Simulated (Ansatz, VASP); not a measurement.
**BaTiO3 in two plane-wave programs**

Wanted: the spread between two codes on one cell, functional and k mesh. The cell is taken from a series of VASP runs on this material, whose earlier steps may have relaxed, scaled or displaced it; both programs get it as it stands.

Program: Ansatz 0.2.0. Level of theory: plane waves, with VASP 6.6.1 beside it; zone-centre phonons at r2SCAN. Results are calculated unless marked as measured.

### Step 1. Set-up

The structure is tetragonal, space group P4mm (No. 99). Conventional cell: a = 3.987 Å, b = 3.987 Å, c = 4.119 Å, α = 90.00°, β = 90.00°, γ = 90.00°. Nearest to Ba lie 12 O at 2.81 to 2.92 Å. Ti has 6 O at 1.83 to 2.28 Å nearest. O has 2 Ti at 1.83 to 2.28 Å and 4 Ba at 2.82 Å nearest. Nearest to O lie 2 Ti at 2.00 Å and 4 Ba at 2.81 to 2.92 Å. Farther neighbours and most contacts between anions are not listed.

Coordinates:

```cif
data_structure
_symmetry_space_group_name_H-M 'P 1'
_symmetry_Int_Tables_number 1
_cell_length_a 3.9874
_cell_length_b 3.9874
_cell_length_c 4.1187
_cell_angle_alpha 90.000
_cell_angle_beta 90.000
_cell_angle_gamma 90.000
_cell_volume 65.48
loop_
_atom_site_label
_atom_site_type_symbol
_atom_site_fract_x
_atom_site_fract_y
_atom_site_fract_z
_atom_site_occupancy
Ba1 Ba 0.00000 0.00000 0.00667 1
Ti2 Ti 0.50000 0.50000 0.52518 1
O3 O 0.50000 0.50000 0.97069 1
O4 O 0.50000 0.00000 0.48723 1
O5 O 0.00000 0.50000 0.48723 1
```

### Step 2. VASP: zone-centre phonons, r2SCAN

Second derivatives magnify differences that forces hide, and they need a tight electronic threshold.

Lines of VASP's logs that name or quote its potential files are left out, and so is its time.

Contents of INCAR:

```
SYSTEM = BaTiO3
PREC = Accurate
ENCUT = 520
EDIFF = 1E-08
NELM = 100
ISMEAR = 0
SIGMA = 0.05
LREAL = .FALSE.
ALGO = Normal
METAGGA = R2SCAN
LASPH = .TRUE.
NBANDS = 26
LORBIT = 11
LWAVE = .FALSE.
LCHARG = .FALSE.
KPAR = 4
IBRION = 6
NFREE = 2
POTIM = 0.015
ISIF = 2
NSW = 1
```

Contents of POSCAR:

```
BaTiO3
1.0
    3.9873869246      0.0000000000      0.0000000000
    0.0000000000      3.9873869246      0.0000000000
    0.0000000000      0.0000000000      4.1187101708
Ba Ti O
1 1 3
Direct
    0.0000000000      0.0000000000      0.0066704939
    0.5000000000      0.5000000000      0.5251820461
    0.5000000000      0.5000000000      0.9706868149
    0.5000000000      0.0000000000      0.4872303225
    0.0000000000      0.5000000000      0.4872303225
```

Contents of KPOINTS:

```
Automatic mesh
0
Gamma
5 5 5
0 0 0
```

Potentials, in the order of the species: Ba_sv, Ti_sv and O (PBE family, release 64).

Launch:

```
$ mpirun -np 4 vasp_std
```

Numbers of over 12 decimals in the logs are rounded to 6 here.

What it wrote:

```text
[banner, memory and clock lines left out]
running    4 mpi-ranks, on    1 nodes
 distrk:  each k-point on    1 cores,    4 groups
 distr:  one band on    1 cores,    1 groups

 POSCAR found type information on POSCAR BaTiO
 POSCAR found :  3 types and       5 ions
|                                                                             |
|               ----> ADVICE to this user running VASP <----                  |
|                                                                             |
|     You enforced a specific xc type in the INCAR file but a different       |
|     [... a line on the potential file left out ...]
|     I HOPE YOU KNOW WHAT YOU ARE DOING!                                     |
|                                                                             |

 LDA part: xc-table for (None), standard interpolation
 POSCAR, INCAR and KPOINTS ok, starting setup
 FFT: planning ... GRIDC
 FFT: planning ... GRID_SOFT
 FFT: planning ... GRID
 WAVECAR not read
 entering main loop
       N       E                     dE             d eps       ncg     rms          rms(c)
DAV:   1     0.426619632619E+03    0.42662E+03   -0.21526E+04   936   0.170E+03
DAV:   2    -0.492106426366E+02   -0.47583E+03   -0.46026E+03  1124   0.475E+02
DAV:   3    -0.947031501222E+02   -0.45493E+02   -0.45271E+02  1350   0.145E+02
DAV:   4    -0.969633014941E+02   -0.22602E+01   -0.22558E+01  1374   0.278E+01
DAV:   5    -0.970561434286E+02   -0.92842E-01   -0.92817E-01  1342   0.411E+00    0.231E+01
DAV:   6    -0.735575555327E+02    0.23499E+02   -0.44233E+01  1384   0.744E+01    0.662E+00
DAV:   7    -0.742159248976E+02   -0.65837E+00   -0.49816E+00  1216   0.142E+01    0.508E+00
DAV:   8    -0.742348493144E+02   -0.18924E-01   -0.40366E-01  1222   0.532E+00    0.189E+00
DAV:   9    -0.742665133064E+02   -0.31664E-01   -0.12298E-01  1194   0.264E+00    0.654E-01
DAV:  10    -0.742719726747E+02   -0.54594E-02   -0.10197E-01  1044   0.175E+00    0.766E-01
DAV:  11    -0.742650857007E+02    0.68870E-02   -0.46134E-02  1308   0.198E+00    0.212E-01
DAV:  12    -0.742644035206E+02    0.68218E-03   -0.20340E-03  1186   0.409E-01    0.793E-02
DAV:  13    -0.742643951502E+02    0.83704E-05   -0.12970E-04  1328   0.865E-02    0.735E-02
DAV:  14    -0.742643347585E+02    0.60392E-04   -0.33230E-04  1280   0.193E-01    0.187E-02
DAV:  15    -0.742643284830E+02    0.62755E-05   -0.34179E-05  1290   0.490E-02    0.450E-03
DAV:  16    -0.742643283489E+02    0.13406E-06   -0.36304E-06  1268   0.124E-02    0.575E-03
DAV:  17    -0.742643279173E+02    0.43169E-06   -0.26508E-06  1280   0.111E-02    0.577E-04
DAV:  18    -0.742643278386E+02    0.78672E-07   -0.12267E-07  1086   0.240E-03    0.668E-04
DAV:  19    -0.742643278594E+02   -0.20852E-07   -0.23131E-08   900   0.129E-03    0.177E-04
DAV:  20    -0.742643278448E+02    0.14624E-07   -0.31219E-09   562   0.411E-04    0.888E-05
DAV:  21    -0.742643278547E+02   -0.99103E-08   -0.14560E-09   562   0.314E-04
   1 F= -.74264328E+02 E0= -.74264328E+02  d E =-.125236E-24
[... from here on, the cycles between the ionic steps are left out ...]
   2 F= -.74263560E+02 E0= -.74263560E+02  d E =-.127746E-24
  12 F= -.74262759E+02 E0= -.74262759E+02  d E =-.705496E-26
  13 F= -.74262723E+02 E0= -.74262723E+02  d E =-.246887E-23
  14 F= -.74263659E+02 E0= -.74263659E+02  d E =-.127269E-24
  15 F= -.74263659E+02 E0= -.74263659E+02  d E =-.127549E-24
  16 F= -.74263627E+02 E0= -.74263627E+02  d E =-.124892E-24
  17 F= -.74263627E+02 E0= -.74263627E+02  d E =-.124425E-24
  18 F= -.74263675E+02 E0= -.74263675E+02  d E =-.455726E-25
 Finite differences progress:
  Degree of freedom:   9/  9
  Displacement:        1/  2
  Total:              17/ 18
 bond charge predicted
       N       E                     dE             d eps       ncg     rms          rms(c)
DAV:   1    -0.742652653003E+02   -0.15901E-02   -0.45374E+00  1420   0.116E+01    0.208E-01
DAV:   2    -0.742640414166E+02    0.12239E-02   -0.53810E-02  1488   0.140E+00    0.122E-01
DAV:   3    -0.742636870687E+02    0.35435E-03   -0.15772E-03  1876   0.231E-01    0.638E-02
DAV:   4    -0.742636068486E+02    0.80220E-04   -0.65372E-04  1508   0.183E-01    0.259E-02
DAV:   5    -0.742636195211E+02   -0.12672E-04   -0.10582E-04  1538   0.729E-02    0.173E-02
DAV:   6    -0.742636212056E+02   -0.16845E-05   -0.58584E-06  2008   0.180E-02    0.827E-03
DAV:   7    -0.742636211103E+02    0.95274E-07   -0.24248E-06  1646   0.123E-02    0.114E-03
DAV:   8    -0.742636211816E+02   -0.71282E-07   -0.45912E-07  1562   0.432E-03    0.980E-04
DAV:   9    -0.742636212061E+02   -0.24544E-07   -0.23957E-08  1304   0.120E-03    0.482E-04
DAV:  10    -0.742636212133E+02   -0.71677E-08   -0.89505E-09   846   0.802E-04
  19 F= -.74263621E+02 E0= -.74263621E+02  d E =-.331716E-24
 Finite differences progress:
  Degree of freedom:   9/  9
  Displacement:        2/  2
  Total:              18/ 18
```

Parts of OUTCAR (step 2):

```text
ion  position               nearest neighbor table
   1  0.000  0.000  0.007-   4 2.81   5 2.81   5 2.81   4 2.81   3 2.82   3 2.82   3 2.82   3 2.82
                             4 2.92   5 2.92   4 2.92   5 2.92   2 3.45   2 3.45   2 3.45   2 3.45
   2  0.500  0.500  0.525-   3 1.83   4 2.00   5 2.00   4 2.00   5 2.00   3 2.28   1 3.45   1 3.45
                             1 3.45   1 3.45   1 3.54   1 3.54   1 3.54   1 3.54
   3  0.500  0.500  0.971-   2 1.83   2 2.28   1 2.82   1 2.82   1 2.82   1 2.82
   4  0.500  0.000  0.487-   2 2.00   2 2.00   1 2.81   1 2.81   1 2.92   1 2.92
   5  0.000  0.500  0.487-   2 2.00   2 2.00   1 2.81   1 2.81   1 2.92   1 2.92

  LATTYP: Found a simple tetragonal cell.
 ALAT       =     3.9873869246
 C/A-ratio  =     1.0329346634

 Subroutine GETGRP returns: Found  8 space group operations
 (whereof  8 operations were pure point group operations)

The static configuration has the point symmetry C_4v.

 Found     18 irreducible k-points:

   k-points           NKPTS =     18   k-points in BZ     NKDIM =     18   number of bands    NBANDS=     26

   dimension x,y,z NGX =    30 NGY =   30 NGZ =   32
   dimension x,y,z NGXF=    60 NGYF=   60 NGZF=   64

   ENCUT  =  520.0 eV  38.22 Ry    6.18 a.u.   7.41  7.41  7.66*2*pi/ulx,y,z

   NELECT =      40.0000    total number of electrons

 k-points in reciprocal lattice and weights: Automatic mesh
   0.00000000  0.00000000  0.00000000       0.008
   0.20000000  0.00000000  0.00000000       0.032
   0.40000000  0.00000000  0.00000000       0.032
   0.20000000  0.20000000  0.00000000       0.032
   0.40000000  0.20000000  0.00000000       0.064
   0.40000000  0.40000000  0.00000000       0.032
   0.00000000  0.00000000  0.20000000       0.016
   0.20000000  0.00000000  0.20000000       0.064
   0.40000000  0.00000000  0.20000000       0.064
[...]
0.40000000  0.20000000  0.40000000       0.128
   0.40000000  0.40000000  0.40000000       0.064

 average (electrostatic) potential at core
       1 -38.2552       2 -81.6526       3 -73.6580       4 -73.3946       5 -73.3963

 E-fermi :   3.6823

 k-point     1 :       0.0000    0.0000    0.0000
  band No.  band energies     occupation
    ...
     16       1.9634      2.00000
     17       2.2267      2.00000
     18       2.8196      2.00000
     19       3.0134      2.00000
     20       3.0384      2.00000
     21       5.6965      0.00000
     22       6.1313      0.00000
     23       6.1672      0.00000
     24       7.8067      0.00000
     25       7.9810      0.00000
    ...

 k-point     2 :       0.2000    0.0000    0.0000
  band No.  band energies     occupation
    ...
     16       1.7237      2.00000
     17       2.0455      2.00000
     18       2.3542      2.00000
     19       2.6557      2.00000
     20       2.7753      2.00000
     21       6.1782      0.00000
     22       6.3711      0.00000
     23       6.4295      0.00000
     24       7.9395      0.00000
     25       8.7202      0.00000
    ...

 k-point     3 :       0.4000    0.0000    0.0000
  band No.  band energies     occupation
    ...
     16       1.5834      2.00000
     17       1.6195      2.00000
     18       1.8548      2.00000
     19       2.2071      2.00000
     20       2.3902      2.00000
     21       6.2560      0.00000
     22       7.2255      0.00000
     23       7.2645      0.00000
     24       7.9118      0.00000
     25       9.4927      0.00000
    ...

 POSITION                                       TOTAL-FORCE (eV/Angst)
 -----------------------------------------------------------------------------------
      0.00000      0.00000      0.02747         0.000000      0.000000     -0.001644
      1.99369      1.99369      2.16307         0.000000      0.000000     -0.037019
      1.99369      1.99369      3.99798         0.000000      0.000000     -0.060798
      1.99369      0.00000      1.99176         0.000000      0.000000      0.089644
      0.00000      1.99369      2.00676         0.000000      0.000000      0.009817
 -----------------------------------------------------------------------------------
    total drift:                                0.000000      0.000000      0.013547

  FREE ENERGIE OF THE ION-ELECTRON SYSTEM (eV)
  ---------------------------------------------------
  free  energy   TOTEN  =       -74.2636212133 eV

  energy  without entropy=      -74.2636212133  energy(sigma->0) =      -74.26362121

 Eigenvectors and eigenvalues of the dynamical matrix
 ----------------------------------------------------

   1 f  =   16.251649 THz   102.112124 2PiTHz  542.096669 cm-1    67.211391 meV
             X         Y         Z           dx          dy          dz
      0.000000  0.000000  0.027474    -0.000000    0.000000    0.000340
      1.993693  1.993693  2.163073     0.000000    0.000000    0.172157
      1.993693  1.993693  3.997978    -0.000000   -0.000000   -0.890640
      1.993693  0.000000  2.006760    -0.000000    0.000000    0.297593
      0.000000  1.993693  2.006760     0.000000   -0.000000    0.297593

   2 f  =   14.129178 THz    88.776246 2PiTHz  471.298661 cm-1    58.433560 meV
             X         Y         Z           dx          dy          dz
      0.000000  0.000000  0.027474    -0.006101   -0.004159    0.000000
      1.993693  1.993693  2.163073     0.139302    0.094952   -0.000000
      1.993693  1.993693  3.997978    -0.376768   -0.256815    0.000000
      1.993693  0.000000  2.006760    -0.430398    0.395188   -0.000000
      0.000000  1.993693  2.006760     0.579771   -0.293371   -0.000000

   3 f  =   14.129178 THz    88.776246 2PiTHz  471.298661 cm-1    58.433560 meV
             X         Y         Z           dx          dy          dz
      0.000000  0.000000  0.027474    -0.004159    0.006101   -0.000000
      1.993693  1.993693  2.163073     0.094952   -0.139302    0.000000
      1.993693  1.993693  3.997978    -0.256815    0.376768   -0.000000
      1.993693  0.000000  2.006760    -0.293371   -0.579771    0.000000
      0.000000  1.993693  2.006760     0.395188    0.430398   -0.000000

   4 f  =   10.640649 THz    66.857169 2PiTHz  354.933841 cm-1    44.006168 meV
             X         Y         Z           dx          dy          dz
      0.000000  0.000000  0.027474     0.000000   -0.000000    0.051267
      1.993693  1.993693  2.163073     0.000000   -0.000000   -0.729258
      1.993693  1.993693  3.997978     0.000000    0.000000    0.171166
      1.993693  0.000000  2.006760    -0.000000   -0.000000    0.467042
      0.000000  1.993693  2.006760     0.000000   -0.000000    0.467042

   5 f  =    9.258092 THz    58.170305 2PiTHz  308.816697 cm-1    38.288373 meV
             X         Y         Z           dx          dy          dz
      0.000000  0.000000  0.027474    -0.026447   -0.015676   -0.000000
      1.993693  1.993693  2.163073    -0.035252   -0.020894    0.000000
      1.993693  1.993693  3.997978     0.659928    0.391152   -0.000000
      1.993693  0.000000  2.006760    -0.549286    0.017356    0.000000
      0.000000  1.993693  2.006760     0.029283   -0.325572   -0.000000

   6 f  =    9.258092 THz    58.170305 2PiTHz  308.816697 cm-1    38.288373 meV
             X         Y         Z           dx          dy          dz
      0.000000  0.000000  0.027474    -0.015676    0.026447    0.000000
      1.993693  1.993693  2.163073    -0.020894    0.035252   -0.000000
      1.993693  1.993693  3.997978     0.391152   -0.659928    0.000000
      1.993693  0.000000  2.006760    -0.325572   -0.029283   -0.000000
      0.000000  1.993693  2.006760     0.017356    0.549286    0.000000

   7 f  =    9.011176 THz    56.618888 2PiTHz  300.580475 cm-1    37.267212 meV
             X         Y         Z           dx          dy          dz
      0.000000  0.000000  0.027474     0.000000    0.000000    0.000000
      1.993693  1.993693  2.163073     0.000000    0.000000   -0.000000
      1.993693  1.993693  3.997978    -0.000000   -0.000000   -0.000000
      1.993693  0.000000  2.006760     0.000000   -0.000000    0.707107
      0.000000  1.993693  2.006760    -0.000000    0.000000   -0.707107

   8 f  =    5.386561 THz    33.844762 2PiTHz  179.676339 cm-1    22.277017 meV
             X         Y         Z           dx          dy          dz
      0.000000  0.000000  0.027474    -0.508216   -0.395366   -0.000000
      1.993693  1.993693  2.163073     0.427595    0.332647    0.000000
      1.993693  1.993693  3.997978     0.220811    0.171779    0.000000
      1.993693  0.000000  2.006760     0.275091    0.186415    0.000000
      0.000000  1.993693  2.006760     0.239625    0.214006    0.000000

   9 f  =    5.386561 THz    33.844762 2PiTHz  179.676339 cm-1    22.277017 meV
             X         Y         Z           dx          dy          dz
      0.000000  0.000000  0.027474    -0.395366    0.508216    0.000000
      1.993693  1.993693  2.163073     0.332647   -0.427595   -0.000000
      1.993693  1.993693  3.997978     0.171779   -0.220811   -0.000000
      1.993693  0.000000  2.006760     0.214006   -0.239625   -0.000000
      0.000000  1.993693  2.006760     0.186415   -0.275091   -0.000000

  10 f  =    5.187315 THz    32.592865 2PiTHz  173.030220 cm-1    21.453003 meV
             X         Y         Z           dx          dy          dz
      0.000000  0.000000  0.027474    -0.000000   -0.000000    0.640311
      1.993693  1.993693  2.163073     0.000000    0.000000   -0.483426
      1.993693  1.993693  3.997978     0.000000    0.000000   -0.328657
      1.993693  0.000000  2.006760     0.000000    0.000000   -0.352339
      0.000000  1.993693  2.006760     0.000000    0.000000   -0.352339

  11 f/i=    0.023762 THz     0.149301 2PiTHz    0.792613 cm-1     0.098271 meV
             X         Y         Z           dx          dy          dz
      0.000000  0.000000  0.027474    -0.000000   -0.000000   -0.766403
      1.993693  1.993693  2.163073    -0.000000   -0.000000   -0.452597
      1.993693  1.993693  3.997978    -0.000000   -0.000000   -0.263530
      1.993693  0.000000  2.006760    -0.000000   -0.000000   -0.262997
      0.000000  1.993693  2.006760    -0.000000   -0.000000   -0.262997

  12 f/i=    0.027097 THz     0.170256 2PiTHz    0.903863 cm-1     0.112065 meV
             X         Y         Z           dx          dy          dz
      0.000000  0.000000  0.027474    -0.273591   -0.713818    0.000000
      1.993693  1.993693  2.163073    -0.162108   -0.422950    0.000000
      1.993693  1.993693  3.997978    -0.094211   -0.245803    0.000000
      1.993693  0.000000  2.006760    -0.094700   -0.249046    0.000000
      0.000000  1.993693  2.006760    -0.095454   -0.247078    0.000000

  13 f/i=    0.027097 THz     0.170256 2PiTHz    0.903863 cm-1     0.112065 meV
             X         Y         Z           dx          dy          dz
      0.000000  0.000000  0.027474    -0.713818    0.273591    0.000000
      1.993693  1.993693  2.163073    -0.422950    0.162108    0.000000
      1.993693  1.993693  3.997978    -0.245803    0.094211    0.000000
      1.993693  0.000000  2.006760    -0.247078    0.095454    0.000000
      0.000000  1.993693  2.006760    -0.249046    0.094700    0.000000

  14 f/i=    3.777957 THz    23.737605 2PiTHz  126.019089 cm-1    15.624369 meV
             X         Y         Z           dx          dy          dz
      0.000000  0.000000  0.027474    -0.001273   -0.003494   -0.000000
      1.993693  1.993693  2.163073    -0.235052   -0.644975   -0.000000
      1.993693  1.993693  3.997978     0.081048    0.222393   -0.000000
      1.993693  0.000000  2.006760     0.123214    0.550442   -0.000000
      0.000000  1.993693  2.006760     0.200601    0.338094   -0.000000

  15 f/i=    3.777957 THz    23.737605 2PiTHz  126.019089 cm-1    15.624369 meV
             X         Y         Z           dx          dy          dz
      0.000000  0.000000  0.027474     0.003494   -0.001273   -0.000000
      1.993693  1.993693  2.163073     0.644975   -0.235052    0.000000
      1.993693  1.993693  3.997978    -0.222393    0.081048    0.000000
      1.993693  0.000000  2.006760    -0.338094    0.200601    0.000000
      0.000000  1.993693  2.006760    -0.550442    0.123214    0.000000

 ELASTIC MODULI CONTR FROM IONIC RELAXATION (kBar)
 Direction    XX          YY          ZZ          XY          YZ          ZX
 --------------------------------------------------------------------------------
 XX         -80.8435     26.6816   -188.2321      0.0000      0.0000     -0.0000
 YY          26.6816    -80.8435   -188.2321      0.0000      0.0000     -0.0000
 ZZ        -188.2321   -188.2321  -1738.5005      0.0000      0.0000     -0.0000
 XY           0.0000      0.0000      0.0000      0.0000      0.0000      0.0000
 YZ           0.0000      0.0000      0.0000      0.0000    -20.8891     -0.0000
 ZX          -0.0000     -0.0000     -0.0000      0.0000     -0.0000    -20.8903
 --------------------------------------------------------------------------------

 total charge
# of ion       s       p       d       tot
------------------------------------------
    1        2.017   5.666   0.293   7.976
    2        2.213   6.266   1.689  10.168
    3        1.573   3.492   0.000   5.065
    4        1.567   3.495   0.000   5.062
    5        1.567   3.495   0.000   5.062
--------------------------------------------------
tot          8.936  22.414   1.982  33.332

[... 3 further parts left out ...]
```

This run has no spin polarisation, so a moment on Ti, if there is one, isn't seen. The last energy, forces, stress and levels in OUTCAR belong to the last displaced cell, not to the cell of POSCAR. Harder data sets than Ba_sv exist (the GW ones), and pressures, volumes and forces can shift noticeably with them. The PAW data sets were made with PBE, which is usual practice but a small mismatch for other functionals.

(Part 1 of 2 ends here.)

[Lines on the potential files, build, host, timing and source positions are cut from VASP's logs without a mark.]

[Logs are printed without paths, hosts, clocks, repeated set-up lines and the standing remarks that a program may print on its own settings, such as how far it seeks lower states.]

[Hosts, paths, dates, database ids (printed as entryN), source tags and the programs' standing remarks are cut or masked in the printed files.]
